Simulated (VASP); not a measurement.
Here is the system:

```
CELL_PARAMETERS angstrom
      2.88905     0.00000     0.00000
      0.00000     2.88905     0.00000
      0.00000     0.00000     2.88905
ATOMIC_POSITIONS crystal
  V  0.00000 0.00000 0.00000
  S  0.50000 0.50000 0.50000
```

Level of theory: PBEsol GGA, VASP's PBE PAW potentials (set 64) (plane waves; VASP). Settings: 400 eV cut-off, 14×14×14 Γ-centred mesh, tetrahedra with Blöchl corrections, potentials V_sv S.

Task: Predict the energy per atom (σ→0), band gap (on the k-mesh) with the smallest direct gap where there is one.

Result: 
```json
{
  "band gap (on the k-mesh)": "none (metal, semimetal or under 0.01 eV)",
  "energy per atom (σ→0)": "-7.676 eV/atom"
}
```

Only differences to runs with the same potentials and settings are physical.

The structure was generated: VS was put into the CsCl type type (Pm-3m), which need not be its known phase. It was relaxed first, which changed the volume by -36 %. The run is not spin-polarised, so no magnetic state was tried. The electron count is odd and the run is not spin-polarised, which forces a metal.
